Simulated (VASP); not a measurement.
Band gaps of MgTe (wurtzite) from VASP (PAW), without and with spin-orbit coupling. Semilocal levels are at their own relaxed cell, hybrids and mBJ at PBE's; 0.00 means no gap at that level. mBJ is a potential without an energy functional, so only the levels count. Unless said otherwise, spin-orbit coupling is left out, though it shifts the bands of the heavy elements here.

The cell of the mBJ (TB09) run:

```
MgTe
1.0
    2.30463    -3.99174     0.00000
    2.30463     3.99174     0.00000
    0.00000     0.00000     7.49449
Mg Te
2 2
Cartesian
  2.30463  -1.33058   3.74540
  2.30463   1.33058   7.49265
  2.30463  -1.33058   6.56702
  2.30463   1.33058   2.81977
```

| level | gap without SOC (eV) | gap with SOC (eV) | shift (eV) |
|---|---|---|---|
| mBJ (TB09) | 3.43 | ? | ? |
| HSE06 | 3.13 | ? | ? |

Question: Some entries are withheld; supply them.

Answer: 
- mBJ (TB09), gap with SOC (eV): 3.18
- mBJ (TB09), shift (eV): -0.25
- HSE06, gap with SOC (eV): 2.87
- HSE06, shift (eV): -0.26

Only levels that ran to the end are used. Left out are those held back, those with too coarse a band path, GW runs whose mesh misses a band edge, hybrids' fits of cells that aren't cubic and levels without matching references; a question may draw on a part of the rest.

The compound is MgTe in the wurtzite structure.
